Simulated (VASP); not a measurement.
Energy against volume of Eu (bcc). All values below come from PBE GGA with D3 dispersion (zero damping), VASP's PBE PAW potentials (set 64) (plane waves; VASP 6.6.1). Run with 520 eV cut-off, 12×12×12 Γ-centred mesh, first-order Methfessel-Paxton smearing of 0.10 eV, potentials Eu_2.

The 4f electrons are frozen in the core of the lanthanide potential, so 4f levels, which can set the real gap, and their magnetism are missing.

```
V (Å³/atom)  E (eV/atom)
-----------  -----------
40.476          -2.07660
41.728          -2.07880
42.980          -2.07809
44.232          -2.07485
```

### Question
Fit these four points and predict the energy of the run at 39.224 Å³/atom.

### Answer
A cubic in V^(−2/3), the third-order Birch-Murnaghan form, passes through the four points with V0 = 42.02 Å³/atom and B0 = 12 GPa, and gives -2.0711 eV/atom there. The run gave -2.0711 eV/atom, +0.0 meV/atom from the fit; all five points give B0 = 12 GPa.

The compound is Eu in the bcc structure. It was relaxed first, which changed the volume by -13 %.
